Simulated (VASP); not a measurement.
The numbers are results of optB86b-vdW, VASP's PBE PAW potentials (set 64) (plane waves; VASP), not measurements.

The input files of a VASP run:

INCAR:
```
SYSTEM = CsPbBr3
PREC = Accurate
ENCUT = 520
EDIFF = 1E-6
NELM = 100
ALGO = Normal
LREAL = .FALSE.
LASPH = .TRUE.
ISMEAR = 0
SIGMA = 0.05
GGA = MK
PARAM1 = 0.1234
PARAM2 = 1.0
LUSE_VDW = .TRUE.
AGGAC = 0.0
LMAXMIX = 4
LWAVE = .FALSE.
LCHARG = .FALSE.
IBRION = 2
ISIF = 3
NSW = 60
EDIFFG = -0.02
```

**KPOINTS**
```
Automatic mesh
0
Gamma
4 4 4
0 0 0
```

### POSCAR
```
CsPbBr3
1
    5.9073392104     0.0000000000     0.0000000000
    0.0000000000     5.9073392104     0.0000000000
   -0.0000000000    -0.0000000000     5.9073392104
Cs Pb Br
1 1 3
Direct
  0.0000000000   0.0000000000   0.0000000000
  0.5000000000   0.5000000000   0.5000000000
  0.5000000000   0.0000000000   0.5000000000
  0.0000000000   0.5000000000   0.5000000000
  0.5000000000   0.5000000000   0.0000000000
```

POTCAR, in this order: Cs_sv Pb_d Br (PBE.64 set). Program: vasp_std.

The resulting files:

**OSZICAR**
```
       N       E                     dE             d eps       ncg     rms          rms(c)
DAV:   1     0.419392542067E+03    0.41939E+03   -0.19072E+04   520   0.151E+03
DAV:   2     0.424250321991E+02   -0.37697E+03   -0.37037E+03   666   0.334E+02
DAV:   3    -0.347261077817E+01   -0.45898E+02   -0.44982E+02   596   0.127E+02
DAV:   4    -0.532461192900E+01   -0.18520E+01   -0.18463E+01   652   0.338E+01
DAV:   5    -0.538341514809E+01   -0.58803E-01   -0.58764E-01   658   0.499E+00    0.397E+00
DAV:   6    -0.483676606525E+01    0.54665E+00   -0.10494E+00   746   0.102E+01    0.228E+00
DAV:   7    -0.479102441769E+01    0.45742E-01   -0.51921E-01   752   0.415E+00    0.945E-01
DAV:   8    -0.479964935813E+01   -0.86249E-02   -0.62000E-02   652   0.213E+00    0.185E-01
DAV:   9    -0.479960510711E+01    0.44251E-04   -0.97736E-03   712   0.778E-01    0.986E-02
DAV:  10    -0.479993948987E+01   -0.33438E-03   -0.10260E-03   572   0.200E-01    0.402E-02
DAV:  11    -0.480001539813E+01   -0.75908E-04   -0.15353E-04   668   0.104E-01    0.732E-03
DAV:  12    -0.480001740924E+01   -0.20111E-05   -0.20448E-05   704   0.491E-02    0.467E-03
DAV:  13    -0.480001734722E+01    0.62022E-07   -0.20658E-06   548   0.122E-02
   1 F= -.48000173E+01 E0= -.48000173E+01  d E =-.480002E+01
```

OUTCAR:
```
------------------------ aborting loop because EDIFF is reached ----------------------------------------
  FORCE on cell =-STRESS in cart. coord.  units (eV):
  Direction    XX          YY          ZZ          XY          YZ          ZX
  --------------------------------------------------------------------------------------
  Total        0.0095220      0.0095220      0.0095220      0.0000000     -0.0000000     -0.0000000
  in kB        0.0740057      0.0740057      0.0740057      0.0000000     -0.0000000     -0.0000000
  external PRESSURE =       0.0740057 kB  Pullay stress =       0.0000000 kB
  volume of cell :      206.15
      direct lattice vectors                 reciprocal lattice vectors
     5.907339210  0.000000000  0.000000000     0.169280951  0.000000000  0.000000000
     0.000000000  5.907339210  0.000000000     0.000000000  0.169280951  0.000000000
     0.000000000  0.000000000  5.907339210     0.000000000  0.000000000  0.169280951
 POSITION                                       TOTAL-FORCE (eV/Angst)
 -----------------------------------------------------------------------------------
      0.00000      0.00000      0.00000         0.000000      0.000000      0.000000
      2.95367      2.95367      2.95367         0.000000      0.000000      0.000000
      2.95367      0.00000      2.95367         0.000000      0.000000      0.000000
      0.00000      2.95367      2.95367         0.000000      0.000000      0.000000
      2.95367      2.95367      0.00000         0.000000      0.000000      0.000000
 -----------------------------------------------------------------------------------
    total drift:                                0.000000     -0.000000     -0.000000
  FREE ENERGIE OF THE ION-ELECTRON SYSTEM (eV)
  ---------------------------------------------------
  free  energy   TOTEN  =        -4.8000173472 eV

  energy  without entropy=       -4.8000173472  energy(sigma->0) =       -4.80001735

 reached required accuracy - stopping structural energy minimisation
```
(Selected blocks of OUTCAR.)

The compound is CsPbBr3 in the cubic perovskite structure, the ideal cubic form; the compound distorts at low or room temperature. It was relaxed first. The start is the result of an earlier pass.
